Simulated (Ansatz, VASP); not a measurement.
**Cross-check of HC4 (C(111) slab, H on both faces) between VASP and Ansatz**

One calculation is typed for both programs; each brings its own data sets. How far apart do they land? The cell is taken from a series of runs on this material, whose earlier steps may have relaxed, scaled, displaced or heated it; both programs get it as it stands.

Calculated with Ansatz 0.2.0; plane waves, with VASP 6.6.1 beside it; single point at RPBE with D3(BJ).

## Step 1: Set-up

The cell holds 160 atoms: 128 C and 32 H. Its edges and angles: a = 10.089 Å, b = 10.089 Å, c = 20.873 Å, α = 90.0°, β = 90.0°, γ = 120.0°. It derives from C (diamond-structure). As first built, before any earlier steps moved the atoms (in the runner's words): diamond-structure C (a = 3.567 A), (111) slab of 8 atomic planes, 4 x 4 surface cells, H on the broken bonds of both faces; displaced by a Gaussian of 0.02 A. Vacuum lies along c.

## Step 2: VASP: single point, RPBE with D3(BJ)

A single point gives forces, pressure and levels at one fixed geometry, so differences don't come from the geometry; what else differs is listed under the comparison.

Lines of VASP's logs that name or quote its potential files are left out, and so is its time.

INCAR

```
SYSTEM = HC4
PREC = Accurate
ENCUT = 520
EDIFF = 1E-06
NELM = 120
ISMEAR = -1
SIGMA = 0.05
LREAL = Auto
ALGO = Normal
GGA = RP
IVDW = 12
NBANDS = 384
LORBIT = 11
LWAVE = .FALSE.
LCHARG = .FALSE.
ISIF = 2
LASPH = .TRUE.
GGA_COMPAT = .FALSE.
EFERMI = MIDGAP
```

POSCAR

```
HC4
1.0
   10.0890000000      0.0000000000      0.0000000000
   -5.0445000000      8.7373300000      0.0000000000
    0.0000000000      0.0000000000     20.8730800000
C H
128 32
Direct
    0.3322100000      0.9171500000      0.3653500000
    0.2500400000      0.0001800000      0.3411500000
    0.1624300000      0.8296300000      0.4628300000
    0.3321700000      0.9138900000      0.4397100000
    0.2534600000      0.0013900000      0.5613500000
    0.1670400000      0.8350900000      0.5371400000
    0.3330500000      0.9179300000      0.6620300000
    0.2466400000      0.0001100000      0.6351800000
    0.3317700000      0.6670600000      0.3620800000
    0.2448900000      0.7480400000      0.3401400000
    0.1695900000      0.5856700000      0.4637100000
    0.3390600000      0.6682400000      0.4384200000
    0.2476100000      0.7479500000      0.5620700000
    0.1651500000      0.5835600000      0.5364800000
    0.3323400000      0.6657000000      0.6597000000
    0.2546100000      0.7519200000      0.6363500000
    0.5822000000      0.9165300000      0.3659400000
    0.5029800000      0.0005100000      0.3406100000
    0.4192400000      0.8360900000      0.4623700000
    0.5839700000      0.9153000000      0.4385700000
    0.5016000000      0.0066500000      0.5607500000
    0.4178400000      0.8360900000      0.5377200000
    0.5852300000      0.9166300000      0.6603100000
    0.5024100000      0.0005100000      0.6350300000
    0.3281000000      0.4170600000      0.3636200000
    0.2498900000      0.4987300000      0.3376800000
    0.1661000000      0.3306300000      0.4616900000
    0.3354300000      0.4167400000      0.4386200000
    0.2513400000      0.5003900000      0.5612600000
    0.1658900000      0.3368500000      0.5375400000
[... 124 atom lines left out ...]
    0.7523700000      0.2468700000      0.2863800000
    0.8300600000      0.1610400000      0.7128400000
    0.0038700000      0.5032500000      0.2871600000
    0.0863100000      0.4177400000      0.7105600000
    0.0078900000      0.2537100000      0.2892900000
    0.0853200000      0.1661500000      0.7132200000
```

KPOINTS

```
Automatic mesh
0
Gamma
1 1 1
0 0 0
```

Potentials, in the order of the species: C and H (PBE family, release 64).

The run is started by

```sh
> export OMP_NUM_THREADS=3
> mpirun -np 1 vasp_gam
```

Numbers of over 12 decimals in the logs are rounded to 6 here.

Output:

```text
[banner, memory and clock lines left out]
running    1 mpi-ranks, on    1 nodes
[...]
Offloading initialized ...    1 GPUs detected
[...]
|                                                                             |
|               ----> ADVICE to this user running VASP <----                  |
|                                                                             |
|     You enforced a specific xc type in the INCAR file but a different       |
|     [... a line on the potential file left out ...]
|     I HOPE YOU KNOW WHAT YOU ARE DOING!                                     |
|                                                                             |

 LDA part: xc-table for (Slater+PW92), standard interpolation
 POSCAR, INCAR and KPOINTS ok, starting setup
[...]
entering main loop
       N       E                     dE             d eps       ncg     rms          rms(c)
DAV:   1     0.525077992232E+04    0.52508E+04   -0.28953E+05   784   0.134E+03
DAV:   2    -0.646985315287E+03   -0.58978E+04   -0.55775E+04  1088   0.331E+02
DAV:   3    -0.125379099730E+04   -0.60681E+03   -0.60015E+03   992   0.109E+02
DAV:   4    -0.127344297847E+04   -0.19652E+02   -0.19581E+02  1024   0.217E+01
[...]
DAV:  22    -0.121622563123E+04   -0.12847E-04   -0.10094E-06   624   0.128E-03    0.995E-04
DAV:  23    -0.121622563225E+04   -0.10145E-05   -0.11055E-07   688   0.494E-04    0.581E-04
DAV:  24    -0.121622563259E+04   -0.33918E-06   -0.55886E-08   600   0.517E-04
   1 F= -.12861016E+04 E0= -.12861016E+04  d E =-.196480E-09
```

From OUTCAR (step 2):

```text
  FREE ENERGIE OF THE ION-ELECTRON SYSTEM (eV)
  ---------------------------------------------------
  free  energy   TOTEN  =     -1286.1015749248 eV

  energy  without entropy=    -1286.1015749246  energy(sigma->0) =    -1286.10157492
```

## Step 3: Ansatz: single point, RPBE with D3(BJ)

Ansatz runs on its default PAW (the set named soft_2) files.

The same cell, functional, mesh and smearing now go to Ansatz, which takes its cutoff from its data sets.

input.yaml

```yaml
crystal:
  lattice:
    - [10.089, 0.0, 0.0]
    - [-5.0445, 8.73733, 0.0]
    - [0.0, 0.0, 20.87308]
  atoms:
    - { symbol: C, position: [0.33221, 0.91715, 0.36535] }
    - { symbol: C, position: [0.25004, 0.00018, 0.34115] }
    - { symbol: C, position: [0.16243, 0.82963, 0.46283] }
    - { symbol: C, position: [0.33217, 0.91389, 0.43971] }
    - { symbol: C, position: [0.25346, 0.00139, 0.56135] }
    - { symbol: C, position: [0.16704, 0.83509, 0.53714] }
    - { symbol: C, position: [0.33305, 0.91793, 0.66203] }
    - { symbol: C, position: [0.24664, 0.00011, 0.63518] }
    - { symbol: C, position: [0.33177, 0.66706, 0.36208] }
    - { symbol: C, position: [0.24489, 0.74804, 0.34014] }
    - { symbol: C, position: [0.16959, 0.58567, 0.46371] }
    - { symbol: C, position: [0.33906, 0.66824, 0.43842] }
    - { symbol: C, position: [0.24761, 0.74795, 0.56207] }
    - { symbol: C, position: [0.16515, 0.58356, 0.53648] }
    - { symbol: C, position: [0.33234, 0.6657, 0.6597] }
    - { symbol: C, position: [0.25461, 0.75192, 0.63635] }
    - { symbol: C, position: [0.5822, 0.91653, 0.36594] }
    - { symbol: C, position: [0.50298, 0.00051, 0.34061] }
    - { symbol: C, position: [0.41924, 0.83609, 0.46237] }
    - { symbol: C, position: [0.58397, 0.9153, 0.43857] }
    - { symbol: C, position: [0.5016, 0.00665, 0.56075] }
    - { symbol: C, position: [0.41784, 0.83609, 0.53772] }
    - { symbol: C, position: [0.58523, 0.91663, 0.66031] }
    - { symbol: C, position: [0.50241, 0.00051, 0.63503] }
    - { symbol: C, position: [0.3281, 0.41706, 0.36362] }
    - { symbol: C, position: [0.24989, 0.49873, 0.33768] }
    - { symbol: C, position: [0.1661, 0.33063, 0.46169] }
    - { symbol: C, position: [0.33543, 0.41674, 0.43862] }
    - { symbol: C, position: [0.25134, 0.50039, 0.56126] }
    - { symbol: C, position: [0.16589, 0.33685, 0.53754] }
[... 124 atom lines left out ...]
    - { symbol: H, position: [0.75237, 0.24687, 0.28638] }
    - { symbol: H, position: [0.83006, 0.16104, 0.71284] }
    - { symbol: H, position: [0.00387, 0.50325, 0.28716] }
    - { symbol: H, position: [0.08631, 0.41774, 0.71056] }
    - { symbol: H, position: [0.00789, 0.25371, 0.28929] }
    - { symbol: H, position: [0.08532, 0.16615, 0.71322] }
kpoints:
  mp_grid: { grid: [1, 1, 1] }
hamiltonian:
  xc: rpbe
  dispersion: d3bj
scf:
  occupations: { method: fermi_dirac, width: 0.05 }
output:
  forces: true
```

The run is started by

```sh
> ansatz run input.yaml --threads 4 --pin off --max-ram 8192MiB --backend cpu --events-out ev --progress --plain --runs-dir out
```

Output:

```text
Engine: ansatz 0.2.0, aarch64-unknown-linux-gnu
Pseudopotentials: kind: paw
Pseudopotential: C, paw, valence charge 4, recommended cutoff 420 eV (normal), C.paw.azcp
Pseudopotential: H, paw, valence charge 1, recommended cutoff 420 eV (normal), H.paw.azcp
Functional definition: RPBE
  parameter kappa = 0.804
  parameter beta = 0.066725
  exchange = rpbe_x(kappa = kappa, mu = beta*pi^2/3)
  correlation = pbe_c(beta = beta)
Crystal: 160 atoms, lattice volume = 1839.981 Å³
Basis set: ecut = 420 eV, 35925 PW (Γ), exchange–correlation on 144×144×288 points (8 copies of the dense FFT grid, shifted against one another)
Bands: 432, of which v1, the nominal top of the filled ones, is band 272 counted from 1 (271 counted from 0)
Symmetry: 1 space group operations
Space group: P1 (ITA 1), of the structure as read, at distance tolerance 1.2e-4 Å
k-points: 1
Non-local potential: C, projectors of the file, l = 0: 2, l = 1: 2, l = 2: 1
Non-local potential: H, projectors of the file, l = 0: 2, l = 1: 1
PAW form: soft (Blöchl's): semilocal exchange-correlation on the pseudo side does not see the compensation charge
PAW frozen core: C, regenerated for the run's functional, and the local potential with it (the file was generated under x = pbe(κ = 0.804, μ = 0.219515), c = pbe(β = 0.066725))
PAW one-centre angular grid: C, 110 points (default); XC on 64 Gauss nodes
PAW one-centre angular grid: H, 110 points (default); XC on 64 Gauss nodes
Initial density: superposition of atomic densities (neutral atoms: chi_scale 0, normalization atom), corrected by the library's trained network
Initial wavefunctions: pseudopotential atomic-orbital guess
Functional: x = rpbe, c = pbe(β = 0.066725)
SCF iter   1: F=—  HF=-32847.011053 eV  |F-HF|=—  |Δ(HF+E_count)|=         —  Δρ=4.32e-3  dr2=1.09e0  ethr=1.77e-3  ⟨swp⟩=7.0  Hψ=2226  notcnv=0  defer=126
preconditioner: auto → Resta (q_TF=auto, 2.227 Å⁻¹)  ε∞=2.6  [insulator: Δε(μ)=3.052 eV  Ē_g=16.145 eV  σ=0.050 eV  W_gap=1.00  n_scr=350 (ndim 8)  ℏωp=20.2 eV  f_vac=0.486  D(μ)=0.00/eV (n_scr^D=0)  ε∞_Penn≈2.6  vacuum switching on, ρ_ref=1.9e-2 e/Å³]
SCF iter   2: F=—  HF=-32846.792456 eV  |F-HF|=—  |Δ(HF+E_count)|=   2.19e-1  Δρ=3.26e-3  dr2=1.34e-1  ethr=2.01e-4  ⟨swp⟩=3.0  Hψ=564  notcnv=0  defer=152
SCF iter   3: F=—  HF=-32846.784343 eV  |F-HF|=—  |Δ(HF+E_count)|=   8.11e-3  Δρ=1.29e-3  dr2=2.21e-2  ethr=2.45e-5  ⟨swp⟩=3.0  Hψ=473  notcnv=0  defer=35
automatic band count: iteration 3 solves 315 bands in place of 432: the levels show a gap, and the empty bands left out lie too high to hold charge; the band table lists the bands solved (type scf.n_extra_bands for more)
SCF iter   4: F=—  HF=-32846.786608 eV  |F-HF|=—  |Δ(HF+E_count)|=   2.26e-3  Δρ=2.27e-4  dr2=6.73e-4  ethr=4.06e-6  ⟨swp⟩=3.0  Hψ=552  notcnv=0  defer=35
SCF iter   5: F=—  HF=-32846.786685 eV  |F-HF|=—  |Δ(HF+E_count)|=   7.64e-5  Δρ=8.77e-5  dr2=7.11e-5  ethr=1.24e-7  ⟨swp⟩=2.0  Hψ=552  notcnv=0  defer=35
SCF iter   6: F=—  HF=-32846.787457 eV  |F-HF|=—  |Δ(HF+E_count)|=   7.73e-4  Δρ=2.12e-5  dr2=7.16e-6  ethr=1.31e-8  ⟨swp⟩=3.0  Hψ=587  notcnv=0  defer=35
SCF iter   7: F=—  HF=-32846.787463 eV  |F-HF|=—  |Δ(HF+E_count)|=   6.07e-6  Δρ=5.13e-6  dr2=4.81e-7  ethr=1.32e-9  ⟨swp⟩=3.0  Hψ=553  notcnv=0  defer=35
SCF iter   8: F=-32846.787464 eV  HF=-32846.787464 eV  |F-HF|=9.63e-9  |Δ(HF+E_count)|=   3.68e-7  Δρ=1.58e-6  dr2=4.93e-8  ethr=1.84e-11  ⟨swp⟩=5.0  Hψ=1270  notcnv=0
SCF 1 converged in 8 iterations: F = -32846.787464 eV  dr2 = 4.93e-8
  greatest PAW one-centre occupation: 0.660 electrons in one spin orbital (limit 2), on the C atom at site 86 (counted from 0), in its partial waves of l = 0
SCF converged after 8 iterations
Free energy (F): -32846.787464 eV
Harris-Foulkes:  -32846.787464 eV  (|F-HF|=9.63e-9)
Internal energy: -32846.787464 eV  (E = F + TS)
E sigma→0 (E₀):  -32846.787464 eV
Fermi energy:    4.704926 eV
--- Per-component energies (eV) ---
  E_band       = -2797.522313
  E_kinetic    = 12263.710688
  E_local      = -366761.366530  (includes V_loc(G=0)·N_el)
  E_nonlocal   = 3395.171861
  E_hartree    = 178624.283452
  E_xc         = -6538.432959
  E_vxc        = -8118.115144  (∫ρ·V_xc dr)
  E_paw        = -12866.670421  (= ΣΔE_a)
  E_vpaw       = -825.420833  (= ΣTr[D̂ρ^β])
  E_aug_tail   = -0.043695  (compensation charges beyond the density's cutoff)
  E_ewald      = 159108.333561
  E_disp       = -69.877174  (pairwise vdW)
  E_core_change = -1.896245  (= ΣΔE_core)
  E_smearing   = -0.000000  (= −TS)
  E_closure    = -0.000000  (closes the sum)
  Σ components = -32846.787464   (vs F -32846.787464, Δ=0.00e0)
--- Forces (eV/Å), atoms counted from 1 ---
  atom   1  C      0.67961453    -0.39444632    -0.84209834
  atom   2  C      0.69131724     0.62593772     0.43247311
  atom   3  C      0.87405186     1.75435690     0.15734551
  atom   4  C     -0.09986596     0.48279886    -0.97360446
  atom   5  C     -1.59896216    -0.50665199     0.16062138
  atom   6  C     -0.15032241    -1.19035996    -0.14929416
  atom   7  C      0.47607096    -0.32437571    -3.47757880
  atom   8  C      1.85265284     0.24405200     0.94280622
  atom   9  C      1.02584208    -0.22297355     0.85883840
  atom  10  C      1.65120647     1.05127294     0.82285034
  atom  11  C     -0.21457764    -0.51485215    -1.23241097
  atom  12  C     -1.60944720    -0.37723962    -0.18716032
  atom  13  C      0.64600250     1.47812247    -0.23905969
  atom  14  C      0.81488232     0.32557459     0.70356499
  atom  15  C      0.32330777     0.30482953    -0.05841841
  atom  16  C     -2.21026751    -0.71493219     0.53216450
  atom  17  C      1.47478187     0.17926463    -1.88548563
  atom  18  C     -1.50288570    -0.31419941     0.01346571
  atom  19  C      0.15234120    -1.16935157     1.01112004
  atom  20  C     -0.19480075     1.47939735     0.22880023
  atom  21  C      0.58941223    -2.30565429     0.90637241
  atom  22  C     -0.72895129    -0.19775567    -0.95217909
  atom  23  C     -0.57382368    -0.16642009    -1.81218377
  atom  24  C     -1.10764911     0.30383307     1.74050261
[...]
atom 153  H     -0.02487996     0.04159350    -0.19870504
  atom 154  H     -0.07360445    -0.20720564     0.91338490
  atom 155  H     -0.37415191     0.19074119    -0.83749251
  atom 156  H      0.04462595     0.53878183    -0.40968320
  atom 157  H     -0.15845255    -0.12698200    -0.54159559
  atom 158  H     -0.26563104    -0.09149746     0.64037945
  atom 159  H     -0.26239009    -0.12054211    -0.79492199
  atom 160  H     -0.10280304     0.04630358    -0.35780966
  max |Σ_I F_I| component: 1.31e-4 eV/Å
```

## Step 4: Side by side

Known differences besides the potentials themselves: the cutoff is 420 eV in Ansatz and 520 eV in VASP (PREC = Accurate, projectors in real space); Ansatz makes its cores anew for this functional, VASP keeps those of its PBE data sets. Total energies have different zeros and are not compared.

Both answers:

```
              quantity  Ansatz   VASP  difference
gap on the k mesh (eV)   2.421  2.421       0.000
```

Forces on 10 of the 160 atoms, those with the largest forces and the largest differences (eV/Å; atoms numbered as in POSCAR):

```
atom          Ansatz x, y, z            VASP x, y, z
  C7   0.476, -0.324, -3.478   0.477, -0.316, -3.484
 C25    3.235, 0.011, -0.767    3.250, 0.009, -0.756
 C50    -0.864, 0.289, 3.268    -0.866, 0.289, 3.265
 C53  -2.635, -0.922, -0.933  -2.650, -0.928, -0.934
 C87    1.436, 0.470, -5.887    1.436, 0.472, -5.865
C105    2.934, -1.464, 0.717    2.943, -1.466, 0.737
H139     0.013, 0.072, 0.109     0.011, 0.070, 0.080
H147  -0.236, -0.031, -0.391  -0.235, -0.031, -0.420
H150     0.062, 0.001, 3.592     0.063, 0.002, 3.604
H159  -0.262, -0.121, -0.795  -0.261, -0.119, -0.824
```

The forces differ by 9.4 meV/Å r.m.s., which is 0.9 % of the r.m.s. force of 1.005 eV/Å (both taken over all components). A gap on the mesh is an upper bound, since the band edges may lie between its points. With vacuum in the cell, a pressure given here is an average over mostly empty space and none of the material.

## Step 5: Summary of results

```yaml
r_m_s_force_difference_single_point_rpbe_with_d3_bj: 0.94 % of the r.m.s. force
```

In words: The r.m.s. force difference is 0.94 % of the r.m.s. force (single point, RPBE with D3(BJ)), within the 3 % picked in this series as the mark of a large difference. Such differences can come from data sets, numerical settings and the points named under the comparisons, not from the functional's error against experiment.

[Lines on the potential files, build, host, timing and source positions are cut from VASP's logs without a mark.]

[Logs are printed without paths, hosts, clocks, repeated set-up lines and the standing remarks that a program may print on its own settings, such as how far it seeks lower states.]

[Hosts, paths, dates, database ids (printed as entryN), source tags and the programs' standing remarks are cut or masked in the printed files.]
